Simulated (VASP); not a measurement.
An input for Quantum ESPRESSO's pw.x (written as the equivalent of a VASP run, and not itself run):

```
&CONTROL
  calculation = 'scf'
  pseudo_dir = './pseudo'
  outdir = './out'
  tprnfor = .true.
  tstress = .true.
/
&SYSTEM
  ibrav = 0
  nat = 1
  ntyp = 1
  ecutwfc = 74
  occupations = 'smearing'
  smearing = 'methfessel-paxton'
  degauss = 0.00735
  input_dft = 'pbe'
/
&ELECTRONS
  conv_thr = 7.3e-09
  electron_maxstep = 100
/
ATOMIC_SPECIES
  W 183.840 W.upf
CELL_PARAMETERS angstrom
    -1.6248531    1.6248531    1.6248531
     1.6248531   -1.6248531    1.6248531
     1.6248531    1.6248531   -1.6248531
ATOMIC_POSITIONS crystal
  W    0.0000000  0.0000000  0.0000000
K_POINTS automatic
  16 16 16 0 0 0
```

Problem. Write the VASP files for the same calculation (PBE).

Solution. Several could match; the one computed here: 
INCAR:
```
ALGO  =  Normal
EDIFF  =  1E-7
ENCUT  =  520
GGA  =  PE
ISIF  =  2
ISMEAR  =  1
LASPH  =  .True.
LCHARG  =  .False.
LMAXMIX  =  6
LREAL  =  .False.
LWAVE  =  .False.
NELM  =  100
PREC  =  Accurate
SIGMA  =  0.1
SYSTEM  =  W
```

POSCAR:
```
W
1
   -1.6248531026     1.6248531026     1.6248531026
    1.6248531026    -1.6248531026     1.6248531026
    1.6248531026     1.6248531026    -1.6248531026
W
1
Direct
  0.0000000000   0.0000000000   0.0000000000
```

### KPOINTS
```
Automatic
0
G
  16 16 16
```

POTCAR, in this order: W_sv (PBE.64 set). Program: vasp_std.

What does not carry over: the potentials are each code's own (VASP's PAW set, PseudoDojo norm-conserving files in pw.x), so ENCUT and ecutwfc are chosen apart and not converted; conv_thr bounds pw.x's estimated SCF error, while EDIFF bounds the energy change between steps.

The compound is W in the bcc structure. This cell is one point of a volume scan, at 1.06 of the reference volume.
